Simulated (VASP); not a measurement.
Given:

```
Ag
1.0
    0.00000     2.02273     2.02273
    2.02273     0.00000     2.02273
    2.02273     2.02273     0.00000
Ag
1
Direct
  0.00000   0.00000   0.00000
```

Method: PBEsol GGA, VASP's PBE PAW potentials (set 64) (plane waves; VASP). Run with 400 eV cut-off, Gaussian smearing of 0.050 eV, potentials Ag.

Question: Estimate the band gap (along the path) with the smallest direct gap where there is one.

Answer: 
- band gap (along the path): none (metal, semimetal or under 0.01 eV)

Only differences to runs with the same potentials and settings are physical.

The compound is Ag in the fcc structure. It was relaxed first.
